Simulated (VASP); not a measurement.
Set up this calculation in VASP 6.6.1, as the native input.

```
Task                   : relaxation of cell and atoms
Functional             : PBE
Potentials or basis    : VASP PAW PBE potentials, release 64 (Mo_sv)
Cutoff                 : 520 eV
k mesh                 : 12 × 12 × 12
Occupations            : gaussian, width 0.1 eV
Spin                   : no spin polarisation
Further INCAR settings : ALGO = Normal; EDIFF = 1e-07; IBRION = 2; EDIFFG = -0.002; NSW = 80; ISIF = 3
```

The structure of Mo lies in POSCAR:

```
Mo                                      
1.0
   -1.5810582601      1.5810582601      1.5810582601
    1.5810582601     -1.5810582601      1.5810582601
    1.5810582601      1.5810582601     -1.5810582601
  Mo            
     1
Direct
     0.0000000000000000    0.0000000000000000    0.0000000000000000
```

These files were run (other wordings do the same):

INCAR

```
SYSTEM = Mo
PREC = Accurate ; ENCUT = 520
EDIFF = 1E-7 ; ISMEAR = 0
SIGMA = 0.1 ; LREAL = .False.
LASPH = .True. ; NELM = 80
ALGO = Normal ; ISIF = 3
LWAVE = .False. ; LCHARG = .False.
GGA = PE ; IBRION = 2
NSW = 80 ; EDIFFG = -0.002
```

KPOINTS

```
Automatic mesh
0
Gamma
  12 12 12
  0 0 0
```

Potentials or basis: VASP PAW PBE potentials, release 64 (Mo_sv).

The run is started by

```bash
$ cat potpaw_PBE.64/Mo_sv/POTCAR > POTCAR
$ mpirun -np 1 vasp_std > vasp.out
```

It gave:

```yaml
Pressure_after_relaxing: 0.0 GPa
Band_gap_on_the_k_mesh: none (metal or under the smearing width)
```

Caveat: the relaxation stopped at its first step, so nothing moved.

Wall time 5.7 s on 1 thread of Intel(R) Xeon(R) 6975P-C (Granite Rapids), with other jobs on the host, peak memory 0.13 GiB.
